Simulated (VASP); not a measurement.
A convergence study with VASP on Co (hcp): a few settings are varied, all else stays as given below, so the limit is that of these other settings. The cell's lengths are 1 % over those of the tabulated start and one atom is moved, so it is off equilibrium.

```xyz
2
Lattice="1.2675 -2.1955 0.0000 1.2675 2.1955 0.0000 0.0000 0.0000 4.1107" Properties=species:S:1:pos:R:3 pbc="T T T"
Co     1.2675     0.7318     1.0277
Co     1.3281    -0.7318     3.0830
```
Starting moments (μB, in the order of the record's atoms Co Co): 1.8 1.8.

Method: PBEsol GGA, VASP's PBE PAW potentials (set 64) (plane waves; VASP). The last row used: 900 eV cut-off, 14×14×8 Γ-centred mesh, first-order Methfessel-Paxton smearing of 0.10 eV, potentials Co_sv.

Energies of different potentials or hybrids have different zeros.

| setting | E (eV/atom) | pressure (GPa) | largest force (eV/Å) | moment (μB) | plane waves |
|---|---|---|---|---|---|
| ENCUT = 300, POTCAR Co | -7.6689 | -19.32 | 0.098 | 3.330 | 287 |
| ENCUT = 400, POTCAR Co | … | … | 0.098 | 3.328 | 428 |
| ENCUT = 520, POTCAR Co | -7.6574 | -18.98 | 0.099 | 3.326 | 640 |
| ENCUT = 700, POTCAR Co | -7.6571 | … | 0.099 | 3.326 | 989 |
| ENCUT = 900, POTCAR Co | -7.6571 | -18.99 | 0.099 | 3.326 | 1424 |
| ENCUT = 300, POTCAR Co_pv | -7.6570 | -19.56 | 0.100 | 3.331 | 287 |
| ENCUT = 400, POTCAR Co_pv | -7.6483 | -19.85 | 0.100 | 3.328 | 428 |
| ENCUT = 520, POTCAR Co_pv | -7.6496 | -18.32 | 0.101 | 3.326 | 640 |
| ENCUT = 700, POTCAR Co_pv | -7.6497 | -18.41 | 0.101 | 3.326 | 989 |
| ENCUT = 900, POTCAR Co_pv | -7.6500 | -18.28 | 0.101 | 3.326 | 1424 |
| ENCUT = 300, POTCAR Co_sv | -5.4153 | -530.21 | 0.188 | 3.238 | 287 |
| ENCUT = 400, POTCAR Co_sv | -7.7277 | -28.57 | 0.097 | 3.353 | 428 |
| ENCUT = 520, POTCAR Co_sv | -7.7338 | -21.69 | 0.100 | 3.355 | 640 |
| ENCUT = 700, POTCAR Co_sv | -7.7415 | -19.30 | 0.098 | 3.356 | 989 |
| ENCUT = 900, POTCAR Co_sv | -7.7418 | -18.90 | 0.099 | 3.357 | 1424 |

### Question
Some entries are withheld; supply them.

### Answer

- ENCUT = 700, POTCAR Co, pressure (GPa): -19.00
- ENCUT = 400, POTCAR Co, E (eV/atom): -7.6590
- ENCUT = 400, POTCAR Co, pressure (GPa): -19.46

Left out are rungs that failed or repeat a setting and relaxations that didn't move; long series are thinned to 24 rows.

The compound is Co in the hcp structure. The cell was not relaxed at this level, it is distorted from the ideal structure. The spin order is the one that the start imposed; others were not tried in this run.
